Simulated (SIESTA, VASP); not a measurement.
An input for SIESTA (GGA PBE, numerical atomic orbitals DZP, PseudoDojo PBE standard norm-conserving potentials (rewritten from UPF to PSML)):

```
# files in the folder: B.psml N.psml (PseudoDojo PBE standard)
SystemName  BN
SystemLabel bn

NumberOfAtoms                2
NumberOfSpecies              2
%block ChemicalSpeciesLabel
  1 5 B
  2 7 N
%endblock ChemicalSpeciesLabel
LatticeConstant              1.0 Ang
%block LatticeVectors
     0.000000000    1.807500000    1.807500000
     1.807500000    0.000000000    1.807500000
     1.807500000    1.807500000    0.000000000
%endblock LatticeVectors
AtomicCoordinatesFormat      Ang
%block AtomicCoordinatesAndAtomicSpecies
     0.000000000    0.000000000    0.000000000  1
     0.903750000    0.903750000    0.903750000  2
%endblock AtomicCoordinatesAndAtomicSpecies

XC.functional                GGA
XC.authors                   PBE
PAO.BasisSize                DZP
PAO.EnergyShift              0.005 Ry
MeshCutoff                   300 Ry
%block kgrid.MonkhorstPack
    2   0   0  0.0
    0   2   0  0.0
    0   0   2  0.0
%endblock kgrid.MonkhorstPack
OccupationFunction           FD
ElectronicTemperature        0.01 eV

MaxSCFIterations             150
SCF.Mixer.Method             Pulay
SCF.Mixer.Weight             0.25
SCF.Mixer.History            8
SCF.DM.Tolerance             1.0E-05
Diag.ParallelOverK           true
WriteForces                  true
```

Q: Write the VASP files for the same calculation.

A: One set of files that does it:

INCAR:
```
# general
SYSTEM = BN
PREC   = Accurate
ENCUT  = 400   # plane-wave cut-off (eV)
LREAL  = .False.   # projection in real space or not
LASPH  = .True.   # aspherical one-centre terms

# electronic loop
EDIFF  = 1E-6   # SCF stop (eV)
NELM   = 100   # most electronic steps
ALGO   = Normal   # blocked Davidson

# smearing
ISMEAR = -1   # Fermi-Dirac
SIGMA  = 0.01

# functional
GGA    = PE   # PBE

# ions
ISIF   = 2

# output
LWAVE  = .False.
LCHARG = .False.
```

**POSCAR**
```
BN
1
    0.0000000000     1.8075000000     1.8075000000
    1.8075000000     0.0000000000     1.8075000000
    1.8075000000     1.8075000000     0.0000000000
B N
1 1
Direct
  0.0000000000   0.0000000000   0.0000000000
  0.2500000000   0.2500000000   0.2500000000
```

File KPOINTS:
```
Automatic mesh
0
Gamma
2 2 2
0 0 0
```

POTCAR, in this order: B N (PBE.64 set). Program: vasp_std.

The two runs describe the same crystal, functional and task. Each code takes its own potentials, basis and convergence tests.

The structure is a typed BN crystal (F-43m). The cell was not relaxed at this level, and it may have been scaled.
